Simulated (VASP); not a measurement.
Input:

```
MoSi2
1.0
   -1.61498     1.61498     3.95150
    1.61498    -1.61498     3.95150
    1.61498     1.61498    -3.95150
Si Mo
2 1
Cartesian
  0.00000   0.00000   5.25544
  0.00000   0.00000   2.64755
  0.00000   0.00000   0.00000
```

Level of theory: RPBE GGA, VASP's PBE PAW potentials (set 64) (plane waves; VASP). Settings: 520 eV cut-off, 15×15×15 Γ-centred mesh, tetrahedra with Blöchl corrections, potentials Si Mo_sv.

Problem. Predict the energy per atom (σ→0), band gap (on the k-mesh) with the smallest direct gap where there is one.

Solution. 
* **band gap (on the k-mesh)**: none (metal, semimetal or under 0.01 eV)
* **energy per atom (σ→0)**: -7.360 eV/atom

Total energies compare only between runs with the same potentials, cut-off and functional.

The compound is MoSi2 in the MoSi2 type structure. It was relaxed first.
